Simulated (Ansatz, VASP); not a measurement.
# Cross-check of SrTiO3 (Tausonite) between VASP and Ansatz, part 2 of 2

Aim: how closely do two programs agree when they are given the same cell, functional and k mesh?

VASP 6.6.1 and Ansatz 0.2.0.

So far. Step 3 (Ansatz: single point, PBEsol): The run ends at a pressure of -1.98 GPa.

### 5. VASP: dielectric response, LDA

Level of this step: LDA, no spin polarisation; plane waves and PAW (Sr_sv, Ti_sv, O) (VASP).

The response to a field tests empty states and converges slowly with the mesh.

INCAR reads:

```
SYSTEM = SrTiO3
PREC = Accurate
ENCUT = 520
EDIFF = 1E-08
NELM = 100
ISMEAR = 0
SIGMA = 0.03
LREAL = .FALSE.
ALGO = Normal
GGA = CA
NBANDS = 26
LASPH = .TRUE.
LORBIT = 11
LWAVE = .FALSE.
LCHARG = .FALSE.
KPAR = 16
LEPSILON = .TRUE.
LPEAD = .TRUE.
```

POSCAR reads:

```
SrTiO3
1.0
    3.9052800000      0.0000000000      0.0000000000
    0.0000000000      3.9052800000      0.0000000000
    0.0000000000      0.0000000000      3.9052800000
Sr Ti O
1 1 3
Direct
    0.5000000000      0.5000000000      0.5000000000
    0.0000000000      0.0000000000      0.0000000000
    0.0000000000      0.0000000000      0.5000000000
    0.0000000000      0.5000000000      0.0000000000
    0.5000000000      0.0000000000      0.0000000000
```

KPOINTS reads:

```
Automatic mesh
0
Gamma
6 6 6
0 0 0
```

Potentials, in the order of the species: Sr_sv, Ti_sv and O (LDA family, release 64).

On the command line:

```bash
mpirun -np 16 vasp_std
```

Numbers of over 12 decimals in the logs are rounded to 6 here.

Log:

```text
[banner, memory and clock lines left out]
running   16 mpi-ranks, on    1 nodes
[...]
[... a notice as in an earlier step ...]

 LDA part: xc-table for (Slater(with rela. corr.)+CA(PZ))
 , standard interpolation
 POSCAR, INCAR and KPOINTS ok, starting setup
[...]
entering main loop
       N       E                     dE             d eps       ncg     rms          rms(c)
DAV:   1     0.417721935808E+03    0.41772E+03   -0.21131E+04  1040   0.166E+03
DAV:   2    -0.151764653827E+02   -0.43290E+03   -0.41924E+03  1240   0.449E+02
DAV:   3    -0.522251274167E+02   -0.37049E+02   -0.36891E+02  1198   0.134E+02
DAV:   4    -0.541339770540E+02   -0.19088E+01   -0.19057E+01  1766   0.269E+01
[...]
DAV:  16    -0.441388404525E+02    0.10111E-05   -0.50846E-06  1310   0.270E-02    0.155E-03
DAV:  17    -0.441388404690E+02   -0.16478E-07   -0.25512E-07  1572   0.446E-03    0.731E-04
DAV:  18    -0.441388404661E+02    0.28654E-08   -0.44051E-08  1202   0.286E-03
   1 F= -.44138840E+02 E0= -.44138840E+02  d E =-.322614E-15
[...]
RMM:  22    -0.922459805131E+00    0.32914E-05   -0.54228E-06  4740   0.302E-03    0.236E-03
RMM:  23    -0.922486272685E+00   -0.26468E-04   -0.48217E-06  5117   0.343E-03    0.249E-03
 change of polarisation eV/A/(eV/A) component  2 :    -0.252     1.775    -0.225
 dielectric tensor                  component  2 :    -0.765     6.393    -0.684
 Linear response to external field, progress :
  Direction:   3
       N       E                     dE             d eps       ncg     rms          rms(c)
RMM:   1    -0.846300649772E+00   -0.84630E+00   -0.32343E+00  2567   0.903E+00
RMM:   2    -0.907930492255E+00   -0.61630E-01   -0.14728E-01  2963   0.185E+00    0.141E+00
RMM:   3    -0.896529188445E+00    0.11401E-01   -0.72512E-02  3498   0.133E+00    0.856E-01
RMM:   4    -0.912657489589E+00   -0.16128E-01   -0.33651E-02  3866   0.108E+00    0.251E-01
[...]
RMM:  19    -0.922493930418E+00   -0.28824E-05   -0.11379E-05  4741   0.394E-03    0.112E-03
RMM:  20    -0.922498037414E+00   -0.41070E-05   -0.89451E-06  4478   0.351E-03    0.129E-03
RMM:  21    -0.922498272884E+00   -0.23547E-06   -0.10815E-05  3855   0.313E-03    0.114E-03
 change of polarisation eV/A/(eV/A) component  3 :    -0.166    -0.311     1.775
 dielectric tensor                  component  3 :    -0.503    -0.946     6.393
 Born effective charges drift removed
```

OUTCAR, selected parts (step 5):

```text
  Total       -2.3579520     -2.3579520     -2.3579520     -0.0000000     -0.0000000      0.0000000
  in kB      -63.4291682    -63.4291682    -63.4291682     -0.0000000     -0.0000000      0.0000000
  external PRESSURE =     -63.4291682 kB  Pullay stress =       0.0000000 kB

 MACROSCOPIC STATIC DIELECTRIC TENSOR (including local field effects in DFT)
 ------------------------------------------------------
           6.392851     0.000000     0.000000
           0.000000     6.392851     0.000000
          -0.000000    -0.000000     6.392851
 ------------------------------------------------------

[... 3 parts as in an earlier step ...]
```

### 6. Ansatz: dielectric response, LDA

The same cell, functional (in two slightly different forms) and mesh now go to Ansatz, which takes its cutoff from its data sets.

The cell is taken from a series of VASP runs on this material, whose earlier steps may have relaxed, scaled or displaced it; both programs get it as it stands.

input.yaml reads:

```yaml
crystal:
  lattice:
    - [3.90528, 0.0, 0.0]
    - [0.0, 3.90528, 0.0]
    - [0.0, 0.0, 3.90528]
  atoms:
    - { symbol: Sr, position: [0.5, 0.5, 0.5] }
    - { symbol: Ti, position: [0.0, 0.0, 0.0] }
    - { symbol: O, position: [0.0, 0.0, 0.5] }
    - { symbol: O, position: [0.0, 0.5, 0.0] }
    - { symbol: O, position: [0.5, 0.0, 0.0] }
hamiltonian:
  xc: lda
  pseudopotentials: { kind: paw }
kpoints:
  mp_grid: { grid: [6, 6, 6] }
scf:
  occupations: { method: fixed }
dielectric:
  method: response
```

On the command line:

```bash
ansatz run input.yaml --threads 2 --pin off --max-ram 4608MiB --backend cpu --events-out ev --progress --plain --runs-dir out
```

Log:

```text
[...]
Crystal: 5 atoms, lattice volume = 59.560 Å³
Basis set: ecut = 420 eV, 1189 PW (Γ), exchange–correlation on 54×54×54 points (8 copies of the dense FFT grid, shifted against one another)
Bands: 25, of which v1, the nominal top of the filled ones, is band 20 counted from 1 (19 counted from 0)
Symmetry: 48 space group operations
k-points: 40 of 216 (irreducible under 8 space group operations, time reversal used)
[...]
site 2:
[...]
site 3:
[...]
0.00000    0.00000   -2.04328
    site 4:
        -5.79574   -0.00000    0.00000
        -0.00000   -2.04328    0.00000
         0.00000    0.00000   -2.04328
  Z* charge neutrality: 3.368e-3 e pre-enforcement
  solved inside a basis spanned on kpoints, on 8×8×8 k-points, its susceptibility summed on 10×10×10: ε∞ is read to err by 2.0e-2, Z* by 3.0e-2 e (field_mesh: kpoints solves on kpoints); Z* is corrected for what the basis lacks
[key lines of the parts left out:]
SCF converged after 9 iterations
Free energy (F): -7569.370024 eV
Fermi energy:    9.605043 eV
```

The job ended after 27 s (2 threads of Arm Neoverse V2, shared host; peak memory 0.51 GiB).

### 7. Comparison

What differs besides the data sets and the points named for the pairs above, as far as they apply: the two LDA forms differ slightly; VASP's response is taken on the typed mesh, Ansatz refines its own for the field response alone; VASP's log shows a relativistic correction to its local exchange, Ansatz's none. Total energies have different zeros and are not compared.

Both answers:

```csv
quantity,Ansatz,VASP,difference
ε∞ xx,6.37,6.39,-0.38 %
ε∞ yy,6.37,6.39,-0.38 %
ε∞ zz,6.37,6.39,-0.38 %
Born charge of Sr1 (mean of the diagonal) (e),2.54,2.54,0.00
Born charge of Ti2 (mean of the diagonal) (e),7.34,7.39,-0.05
Born charge of O3 (mean of the diagonal) (e),-3.29,-3.31,+0.02
```

### 8. VASP: dielectric response, RPBE

The response to a field tests empty states and converges slowly with the mesh. The cell compared in this pair holds 62.88 Å³, against 59.56 Å³ for the pair before.

Edit INCAR of step 5 so:

```diff
@@ -9,3 +9,3 @@
 ALGO = Normal
-GGA = CA
+GGA = RP
 NBANDS = 26
```

Edit POSCAR of step 5 so:

```diff
@@ -2,5 +2,5 @@
 1.0
-    3.9052800000      0.0000000000      0.0000000000
-    0.0000000000      3.9052800000      0.0000000000
-    0.0000000000      0.0000000000      3.9052800000
+    3.9765018713      0.0000000000      0.0000000000
+    0.0000000000      3.9765018713      0.0000000000
+    0.0000000000      0.0000000000      3.9765018713
 Sr Ti O
```

KPOINTS is that of step 5.

Potentials, in the order of the species: Sr_sv, Ti_sv and O (PBE family, release 64).

On the command line:

```bash
mpirun -np 16 vasp_std
```

Log:

```text
[banner, memory and clock lines left out]
running   16 mpi-ranks, on    1 nodes
[...]
[... a notice as in an earlier step ...]

 [... a notice as in an earlier step ...]

 LDA part: xc-table for (Slater+PW92), standard interpolation
 POSCAR, INCAR and KPOINTS ok, starting setup
[...]
entering main loop
       N       E                     dE             d eps       ncg     rms          rms(c)
DAV:   1     0.437119493195E+03    0.43712E+03   -0.21105E+04  1040   0.165E+03
DAV:   2    -0.425271441712E+01   -0.44137E+03   -0.42617E+03  1212   0.454E+02
DAV:   3    -0.461094794091E+02   -0.41857E+02   -0.41367E+02  1208   0.141E+02
DAV:   4    -0.485633412099E+02   -0.24539E+01   -0.24501E+01  1760   0.292E+01
[...]
DAV:  19    -0.381160320967E+02    0.11407E-07   -0.34454E-08  1188   0.168E-03    0.542E-04
DAV:  20    -0.381160320711E+02    0.25662E-07   -0.29221E-08   946   0.148E-03    0.190E-04
DAV:  21    -0.381160320730E+02   -0.19313E-08   -0.44268E-09   642   0.672E-04
[...]
RMM:  22    -0.995015824085E+00   -0.10956E-05   -0.30078E-05  3987   0.445E-03    0.183E-03
RMM:  23    -0.995017342496E+00   -0.15184E-05   -0.25010E-05  4310   0.410E-03    0.183E-03
 change of polarisation eV/A/(eV/A) component  2 :    -0.245     1.850    -0.226
 dielectric tensor                  component  2 :    -0.706     6.324    -0.651
 Linear response to external field, progress :
  Direction:   3
       N       E                     dE             d eps       ncg     rms          rms(c)
RMM:   1    -0.849876486958E+00   -0.84988E+00   -0.32502E+00  2540   0.928E+00
RMM:   2    -0.923122601237E+00   -0.73246E-01   -0.15370E-01  2967   0.188E+00    0.137E+00
RMM:   3    -0.928000788096E+00   -0.48782E-02   -0.80194E-02  3584   0.136E+00    0.846E-01
RMM:   4    -0.969427522659E+00   -0.41427E-01   -0.39638E-02  3940   0.118E+00    0.265E-01
[...]
RMM:  35    -0.995081810282E+00   -0.67604E-06    0.14714E-05  3459   0.246E-03    0.118E-04
RMM:  36    -0.995080364914E+00    0.14454E-05    0.12627E-05  3422   0.242E-03    0.143E-04
RMM:  37    -0.995081625506E+00   -0.12606E-05    0.13974E-05  3371   0.239E-03    0.130E-04
 change of polarisation eV/A/(eV/A) component  3 :    -0.166    -0.306     1.850
 dielectric tensor                  component  3 :    -0.477    -0.880     6.325
 Born effective charges drift removed
```

OUTCAR, selected parts (step 8):

```text
  Total        0.0050504      0.0050504      0.0050504      0.0000000      0.0000000     -0.0000000
  in kB        0.1286875      0.1286875      0.1286875      0.0000000      0.0000000     -0.0000000
  external PRESSURE =       0.1286875 kB  Pullay stress =       0.0000000 kB

 POSITION                                       TOTAL-FORCE (eV/Angst)
 -----------------------------------------------------------------------------------
      1.98825      1.98825      1.98825         0.000000      0.000000      0.000000
      0.00000      0.00000      0.00000         0.000000      0.000000      0.000000
      0.00000      0.00000      1.98825         0.000000      0.000000      0.000000
      0.00000      1.98825      0.00000         0.000000      0.000000      0.000000
      1.98825      0.00000      0.00000         0.000000      0.000000      0.000000
 -----------------------------------------------------------------------------------
    total drift:                                0.000000     -0.000000      0.000000

 MACROSCOPIC STATIC DIELECTRIC TENSOR (including local field effects in DFT)
 ------------------------------------------------------
           6.324235     0.000000     0.000000
           0.000000     6.324235     0.000000
          -0.000000    -0.000000     6.324235
 ------------------------------------------------------

[... 1 part as in an earlier step ...]

[... 1 further part left out ...]
```

### 9. Ansatz: dielectric response, RPBE

The same cell, functional and mesh now go to Ansatz, which takes its cutoff from its data sets.

The cell is taken from a series of VASP runs on this material, whose earlier steps may have relaxed, scaled or displaced it; both programs get it as it stands.

input.yaml, the sections that differ from step 6:

```yaml
crystal:
  lattice:
    - [3.9765018713, 0.0, 0.0]
    - [0.0, 3.9765018713, 0.0]
    - [0.0, 0.0, 3.9765018713]
  atoms:
    - { symbol: Sr, position: [0.5, 0.5, 0.5] }
    - { symbol: Ti, position: [0.0, 0.0, 0.0] }
    - { symbol: O, position: [0.0, 0.0, 0.5] }
    - { symbol: O, position: [0.0, 0.5, 0.0] }
    - { symbol: O, position: [0.5, 0.0, 0.0] }
hamiltonian:
  xc: rpbe
  pseudopotentials: { kind: paw }
# kpoints, scf, dielectric: as in step 6
```

On the command line:

```bash
ansatz run input.yaml --threads 2 --pin off --max-ram 4608MiB --backend cpu --events-out ev --progress --plain --runs-dir out
```

Log:

```text
[...]
Crystal: 5 atoms, lattice volume = 62.879 Å³
Basis set: ecut = 420 eV, 1237 PW (Γ), exchange–correlation on 54×54×54 points (8 copies of the dense FFT grid, shifted against one another)
Bands: 25, of which v1, the nominal top of the filled ones, is band 20 counted from 1 (19 counted from 0)
Symmetry: 48 space group operations
k-points: 40 of 216 (irreducible under 8 space group operations, time reversal used)
[...]
2.55482    0.00000    0.00000
        -0.00000    2.55482    0.00000
         0.00000    0.00000    2.55482
    site 1:
         7.36446    0.00000    0.00000
        -0.00000    7.36446    0.00000
[...]
site 2:
[...]
site 3:
[...]
0.00000    0.00000   -2.00668
    site 4:
        -5.90592   -0.00000   -0.00000
         0.00000   -2.00668    0.00000
         0.00000    0.00000   -2.00668
  Z* charge neutrality: 5.255e-3 e pre-enforcement
[...]
[key lines of the parts left out:]
SCF converged after 9 iterations
Free energy (F): -7770.611876 eV
Fermi energy:    9.405321 eV
```

Run time: 30 s. Hardware: 2 threads; peak memory 0.53 GiB.

### 10. Differences

The two programs side by side:

```csv
quantity,Ansatz,VASP,difference
ε∞ xx,6.30,6.32,-0.33 %
ε∞ yy,6.30,6.32,-0.33 %
ε∞ zz,6.30,6.32,-0.33 %
Born charge of Sr1 (mean of the diagonal) (e),2.55,2.55,0.00
Born charge of Ti2 (mean of the diagonal) (e),7.36,7.43,-0.06
Born charge of O3 (mean of the diagonal) (e),-3.31,-3.33,+0.02
```

### 11. Results

| Property | Result |
| --- | --- |
| difference in gap on the k mesh (single point, PBEsol) | 0.028 eV |
| difference in pressure (single point, PBEsol) | -0.77 GPa |
| difference in ε∞ xx (dielectric response, LDA) | -0.38 % |
| difference in ε∞ xx (dielectric response, RPBE) | -0.33 % |

In words: The difference in pressure is -0.77 GPa (single point, PBEsol), within the 1 GPa picked in this series as the mark of a large difference. Such differences can come from data sets, numerical settings and the points named under the comparisons, not from the functional's error against experiment.

[Lines on the potential files, build, host, timing and source positions are cut from VASP's logs without a mark.]

[Logs are printed without paths, hosts, clocks, repeated set-up lines and the standing remarks that a program may print on its own settings, such as how far it seeks lower states.]

[Hosts, paths, dates, database ids (printed as entryN), source tags and the programs' standing remarks are cut or masked in the printed files.]
